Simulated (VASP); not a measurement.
The input files of a VASP run:

POSCAR:
```
GaIn3P4
1
   -0.0000000000     2.8852555343     2.8852555343
    2.8852555343    -0.0000000000     2.8852555343
   11.5463116358    11.5463116358    -0.0052894985
In P Ga
3 4 1
Direct
  0.0099509134   0.0099509134   0.9925368149
  0.0002358192   0.0002358192   0.2498231356
  0.9910021659   0.9910021659   0.5067483756
  0.2536651200   0.2536651200   0.0597511600
  0.2443495654   0.2443495654   0.3167378260
  0.2355911960   0.2355911960   0.5733066030
  0.2646998314   0.2646998314   0.8014751264
  0.0005053886   0.0005053886   0.7496209586
```

### INCAR
```
# general
SYSTEM  = GaIn3P4
PREC    = Accurate
ENCUT   = 400
LREAL   = .False.
LASPH   = .True.   # aspherical one-centre terms

# electronic loop
EDIFF   = 1E-7   # SCF stop (eV)
NELM    = 100   # most electronic steps
ALGO    = Normal   # blocked Davidson
LMAXMIX = 4   # l cut-off of mixed one-centre charges

# smearing
ISMEAR  = -5   # tetrahedra, Bloechl

# functional
GGA     = PS   # PBEsol

# ions
ISIF    = 2   # forces and stress, cell fixed

# output
LWAVE   = .False.
LCHARG  = .True.
LORBIT  = 11   # lm-projected
NEDOS   = 601

# other
LEFG    = .True.
```

**KPOINTS**
```
Automatic mesh
0
Gamma
8 8 2
0 0 0
```

POTCAR, in this order: In_d P Ga_d (PBE.64 set). Program: vasp_std.

Question: Write an equivalent input for Quantum ESPRESSO's pw.x.

Answer: One equivalent input (not run):
```
&CONTROL
  calculation = 'scf'
  pseudo_dir = './pseudo'
  outdir = './out'
  tprnfor = .true.
  tstress = .true.
/
&SYSTEM
  ibrav = 0
  nat = 8
  ntyp = 3
  ecutwfc = 80
  occupations = 'tetrahedra'
  input_dft = 'pbesol'
/
&ELECTRONS
  conv_thr = 7.3e-09
  electron_maxstep = 100
/
ATOMIC_SPECIES
  In 114.818 In.upf
  P 30.974 P.upf
  Ga 69.723 Ga.upf
CELL_PARAMETERS angstrom
    -0.0000000    2.8852555    2.8852555
     2.8852555   -0.0000000    2.8852555
    11.5463116   11.5463116   -0.0052895
ATOMIC_POSITIONS crystal
  In   0.0099509  0.0099509  0.9925368
  In   0.0002358  0.0002358  0.2498231
  In   0.9910022  0.9910022  0.5067484
  P    0.2536651  0.2536651  0.0597512
  P    0.2443496  0.2443496  0.3167378
  P    0.2355912  0.2355912  0.5733066
  P    0.2646998  0.2646998  0.8014751
  Ga   0.0005054  0.0005054  0.7496210
K_POINTS automatic
  8 8 2 0 0 0
```
What does not carry over: the potentials are each code's own (VASP's PAW set, PseudoDojo norm-conserving files in pw.x), so ENCUT and ecutwfc are chosen apart and not converted; conv_thr bounds pw.x's estimated SCF error, while EDIFF bounds the energy change between steps; the field gradients of LEFG aren't asked of the other code.

The structure was generated: GaIn3P4 was put into an ordered model structure (R3m), which need not be its known phase. It was relaxed first.
